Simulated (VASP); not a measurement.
Level of theory: optB86b-vdW, VASP's PBE PAW potentials (set 64) (plane waves; VASP).

A VASP calculation is set up with these files.

### KPOINTS
```
k-points along high-symmetry lines
12
Line-mode
Reciprocal
  0.000000   0.000000   0.000000 ! GAMMA
  0.500000   0.500000   0.500000 ! T

  0.500000   0.500000   0.500000 ! T
  0.812500   0.187500   0.500000 ! H_2

  0.500000  -0.187500   0.187500 ! H_0
  0.500000  -0.000000  -0.000000 ! L

  0.500000  -0.000000  -0.000000 ! L
  0.000000   0.000000   0.000000 ! GAMMA

  0.000000   0.000000   0.000000 ! GAMMA
  0.343750  -0.343750   0.000000 ! S_0

  0.656250  -0.000000   0.343750 ! S_2
  0.500000   0.000000   0.500000 ! F

  0.500000   0.000000   0.500000 ! F
  0.000000   0.000000   0.000000 ! GAMMA
```

### POSCAR
```
MnS
1
    5.0736628543     2.5273809735     2.5273809735
    2.5273809735     5.0736628543     2.5273809735
    2.5273809735     2.5273809735     5.0736628543
Mn S
2 2
Direct
  0.0000000000   0.0000000000   0.0000000000
  0.5000000000   0.5000000000   0.5000000000
  0.2500000000   0.2500000000   0.2500000000
  0.7500000000   0.7500000000   0.7500000000
```

### INCAR
```
# general
SYSTEM   = MnS
PREC     = Accurate
ENCUT    = 520
LREAL    = F
LASPH    = T   # aspherical one-centre terms
ICHARG   = 11   # fixed density

# electronic loop
EDIFF    = 1E-7   # SCF stop (eV)
NELM     = 100
ALGO     = Normal   # blocked Davidson
LMAXMIX  = 4

# smearing
ISMEAR   = 0
SIGMA    = 0.05   # width (eV)

# functional
GGA      = MK
LUSE_VDW = T
AGGAC    = 0.0
PARAM1   = 0.1234
PARAM2   = 1.0

# spin
ISPIN    = 2
MAGMOM   = 4.1 -4.1 2*0.0

# output
LWAVE    = F
LCHARG   = F
LORBIT   = 11   # lm-projected
```

POTCAR, in this order: Mn_pv S (PBE.64 set). Program: vasp_std. Read from the step before: CHGCAR.

Output

**OSZICAR**
```
       N       E                     dE             d eps       ncg     rms          rms(c)
DAV:   1     0.374330139163E+03    0.37433E+03   -0.22156E+04  8232   0.183E+03
DAV:   2     0.108637306783E+02   -0.36347E+03   -0.35851E+03  8036   0.482E+02
DAV:   3    -0.167045773814E+02   -0.27568E+02   -0.26681E+02 10359   0.124E+02
DAV:   4    -0.176184989886E+02   -0.91392E+00   -0.86612E+00  8326   0.210E+01
DAV:   5    -0.176447521077E+02   -0.26253E-01   -0.26250E-01  9750   0.372E+00
DAV:   6    -0.176453531791E+02   -0.60107E-03   -0.60105E-03  9086   0.602E-01
DAV:   7    -0.176453744391E+02   -0.21260E-04   -0.21259E-04 10632   0.120E-01
DAV:   8    -0.176453750964E+02   -0.65735E-06   -0.65737E-06  9416   0.172E-02
DAV:   9    -0.176453751261E+02   -0.29693E-07   -0.29700E-07  7968   0.341E-03
   1 F= -.17645375E+02 E0= -.17645375E+02  d E =-.890197E-12  mag=    -0.0000
```

OUTCAR:
```



 magnetization (x)

# of ion       s       p       d       tot
------------------------------------------
    1        0.017   0.010   4.002   4.028
    2       -0.017  -0.010  -4.002  -4.028
    3        0.000   0.000   0.000   0.000
    4        0.000   0.000   0.000   0.000
--------------------------------------------------
tot          0.000   0.000   0.000   0.000
```
(Selected blocks of OUTCAR.)

**OUTCAR**
```
 val. band max:        7.1198081237   @ k =   0.5000   0.5000   0.5000

 cond. band min:       7.5836704405   @ k =   0.5000   0.0000   0.0000



 spin component 1

 k-point     1 :       0.0000    0.0000    0.0000
  band No.  band energies     occupation
      1     -42.9418      1.00000
      2     -42.9418      1.00000
      3     -42.9375      1.00000
      4     -38.7322      1.00000
      5     -38.7322      1.00000
      6     -38.7050      1.00000
      7      -7.4900      1.00000
      8      -5.9562      1.00000
      9       0.2379      1.00000
     10       2.7817      1.00000
     11       2.7817      1.00000
     12       4.3731      1.00000
     13       4.3731      1.00000
     14       4.5762      1.00000
     15       5.5643      1.00000
     16       5.5643      1.00000
     17       5.6203      1.00000
     18       5.7127      1.00000
     19       5.7127      1.00000
     20       8.0724      0.00000
     21       8.0725      0.00000
     22       8.2222      0.00000
     23       9.8499      0.00000

 k-point     2 :       0.0455    0.0455    0.0455
  band No.  band energies     occupation
      1     -42.9418      1.00000
      2     -42.9418      1.00000
      3     -42.9375      1.00000
      4     -38.7322      1.00000
      5     -38.7322      1.00000
      6     -38.7050      1.00000
      7      -7.4841      1.00000
      8      -5.9673      1.00000
      9       0.2596      1.00000
     10       2.7856      1.00000
     11       2.7856      1.00000
     12       4.3735      1.00000
     13       4.3735      1.00000
     14       4.5647      1.00000
     15       5.4464      1.00000
     16       5.4464      1.00000
     17       5.5877      1.00000
     18       5.8332      1.00000
     19       5.8332      1.00000
     20       8.0707      0.00000
     21       8.0707      0.00000
     22       8.2208      0.00000
     23       9.8376      0.00000

...
```

The density is held fixed in this step, so its total energy and stress have no physical meaning.

The compound is MnS in the rock salt, AFM-II order structure. It was relaxed first, which changed the volume by -8 %.
